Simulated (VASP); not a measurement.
Computed with PBE GGA with D3 dispersion (zero damping), VASP's PBE PAW potentials (set 64) (plane waves; VASP).

A VASP calculation is set up with these files.

POSCAR:
```
Pt
1.9583550
  0.0000000000   0.9999998730   0.9999998730
  0.9999998730   0.0000000000   0.9999998730
  0.9999998730   0.9999998730   0.0000000000
Pt
1
direct
  0.0000000000   0.0000000000   0.0000000000
```

KPOINTS:
```
Automatic mesh
0
Gamma
16 16 16
0 0 0
```

**INCAR**
```
! general
SYSTEM  = Pt
PREC    = Accurate
ENCUT   = 520
LREAL   = .FALSE.
LASPH   = .TRUE.

! electronic loop
EDIFF   = 1E-7
NELM    = 100
ALGO    = Normal
LMAXMIX = 6

! smearing
ISMEAR  = 1
SIGMA   = 0.1

! functional
GGA     = PE
IVDW    = 11

! ions
ISIF    = 2

! output
LWAVE   = .FALSE.
LCHARG  = .FALSE.
```

POTCAR, in this order: Pt (PBE.64 set). Program: vasp_std.

Output

**OUTCAR**
```
 ion  position               nearest neighbor table
   1  0.000  0.000  0.000-
  LATTYP: Found a face centered cubic cell.
 ALAT       =     3.9167095024
 Subroutine PRICEL returns:
 Original cell was already a primitive cell.
 Subroutine GETGRP returns: Found 48 space group operations
The static configuration has the point symmetry O_h .
The dynamic configuration has the point symmetry O_h .
 Subroutine INISYM returns: Found 48 space group operations
 Subroutine IBZKPT returns following result:
 Found    145 irreducible k-points:

 Following reciprocal coordinates:
            Coordinates               Weight
  0.000000  0.000000  0.000000      1.000000
  0.062500  0.000000  0.000000      8.000000
  0.125000  0.000000  0.000000      8.000000
  0.187500  0.000000  0.000000      8.000000
  0.250000  0.000000  0.000000      8.000000
  0.312500  0.000000  0.000000      8.000000
  0.375000  0.000000  0.000000      8.000000
  0.437500  0.000000  0.000000      8.000000
  0.500000  0.000000  0.000000      4.000000
  0.062500  0.062500  0.000000      6.000000
  0.125000  0.062500  0.000000     24.000000
  0.187500  0.062500  0.000000     24.000000
  0.250000  0.062500  0.000000     24.000000
  0.312500  0.062500  0.000000     24.000000
  0.375000  0.062500  0.000000     24.000000
  0.437500  0.062500  0.000000     24.000000
  0.500000  0.062500  0.000000     24.000000
 -0.437500  0.062500  0.000000     24.000000
 -0.375000  0.062500  0.000000     24.000000
 -0.312500  0.062500  0.000000     24.000000
 -0.250000  0.062500  0.000000     24.000000
 -0.187500  0.062500  0.000000     24.000000
 -0.125000  0.062500  0.000000     24.000000
 -0.062500  0.062500  0.000000     12.000000
  0.125000  0.125000  0.000000      6.000000
  0.187500  0.125000  0.000000     24.000000
  0.250000  0.125000  0.000000     24.000000
  0.312500  0.125000  0.000000     24.000000
  0.375000  0.125000  0.000000     24.000000
  0.437500  0.125000  0.000000     24.000000
  0.500000  0.125000  0.000000     24.000000
 -0.437500  0.125000  0.000000     24.000000
 -0.375000  0.125000  0.000000     24.000000
 -0.312500  0.125000  0.000000     24.000000
 -0.250000  0.125000  0.000000     24.000000
 -0.187500  0.125000  0.000000     24.000000
 -0.125000  0.125000  0.000000     12.000000
  0.187500  0.187500  0.000000      6.000000
  0.250000  0.187500  0.000000     24.000000
  0.312500  0.187500  0.000000     24.000000
   k-points           NKPTS =    145   k-points in BZ     NKDIM =    145   number of bands    NBANDS=      9
   number of dos      NEDOS =    301   number of ions     NIONS =      1
   total plane-waves  NPLWV =  13824
   dimension x,y,z NGX =    24 NGY =   24 NGZ =   24
   dimension x,y,z NGXF=    48 NGYF=   48 NGZF=   48
   ions per type =               1
   PREC   = accura    normal or accurate (medium, high low for compatibility)
   ISTART =      0    job   : 0-new  1-cont  2-samecut
   ICHARG =      2    charge: 1-file 2-atom 10-const
   ISPIN  =      1    spin polarized calculation?
   LNONCOLLINEAR =      F non collinear calculations
   LSORBIT =      F    spin-orbit coupling
   INIWAV =      1    electr: 0-lowe 1-rand  2-diag
   ENCUT  =  520.0 eV  38.22 Ry    6.18 a.u.   5.15  5.15  5.15*2*pi/ulx,y,z
   NELM   =    100;   NELMIN=  2; NELMDL= -5     # of ELM steps
   EDIFF  = 0.1E-06   stopping-criterion for ELM
   LREAL  =      F    real-space projection
   NLSPLINE    = F    spline interpolate recip. space projectors
   LMAXMIX     =    6 max onsite mixed and CHGCAR
   VOSKOWN=      0    Vosko Wilk Nusair interpolation
...
```

### OSZICAR
```
       N       E                     dE             d eps       ncg     rms          rms(c)
DAV:   1     0.363300997777E+02    0.36330E+02   -0.55682E+03  2762   0.104E+03
DAV:   2    -0.605071278049E+01   -0.42381E+02   -0.40529E+02  2791   0.187E+02
DAV:   3    -0.645432874811E+01   -0.40362E+00   -0.39819E+00  3056   0.182E+01
DAV:   4    -0.645552601497E+01   -0.11973E-02   -0.11972E-02  3046   0.107E+00
DAV:   5    -0.645553361497E+01   -0.76000E-05   -0.76008E-05  2992   0.775E-02    0.131E+01
DAV:   6    -0.612175327591E+01    0.33378E+00   -0.85048E-01  2655   0.846E+00    0.692E+00
DAV:   7    -0.608053810818E+01    0.41215E-01   -0.16464E-01  2789   0.362E+00    0.252E+00
DAV:   8    -0.607697486410E+01    0.35632E-02   -0.61681E-03  2802   0.779E-01    0.503E-01
DAV:   9    -0.607681708401E+01    0.15778E-03   -0.10906E-04  2786   0.109E-01    0.141E-02
DAV:  10    -0.607682245303E+01   -0.53690E-05   -0.26082E-06  3093   0.140E-02    0.237E-03
DAV:  11    -0.607682248597E+01   -0.32941E-07   -0.43561E-08  2179   0.213E-03
   1 F= -.68604963E+01 E0= -.68602209E+01  d E =-.826207E-03
```

OUTCAR:
```
------------------------ aborting loop because EDIFF is reached ----------------------------------------
 Edisp (eV)   -0.78367
  FORCE on cell =-STRESS in cart. coord.  units (eV):
  Direction    XX          YY          ZZ          XY          YZ          ZX
  --------------------------------------------------------------------------------------
  Total       0.00667     0.00667     0.00667     0.00000    -0.00000     0.00000
  in kB       0.71174     0.71174     0.71174     0.00000    -0.00000     0.00000
  external pressure =        0.71 kB  Pullay stress =        0.00 kB
  volume of cell :       15.02
      direct lattice vectors                 reciprocal lattice vectors
     0.000000000  1.958354751  1.958354751    -0.255316357  0.255316357  0.255316357
     1.958354751  0.000000000  1.958354751     0.255316357 -0.255316357  0.255316357
     1.958354751  1.958354751  0.000000000     0.255316357  0.255316357 -0.255316357
 POSITION                                       TOTAL-FORCE (eV/Angst)
 -----------------------------------------------------------------------------------
      0.00000      0.00000      0.00000         0.000000      0.000000      0.000000
 -----------------------------------------------------------------------------------
    total drift:                               -0.000000      0.000000      0.000000
  FREE ENERGIE OF THE ION-ELECTRON SYSTEM (eV)
  ---------------------------------------------------
  free  energy   TOTEN  =        -6.8604962969 eV

  energy  without entropy=       -6.8596700900  energy(sigma->0) =       -6.86022089
```
(Selected blocks of OUTCAR.)

The compound is Pt in the fcc structure. It was relaxed first.
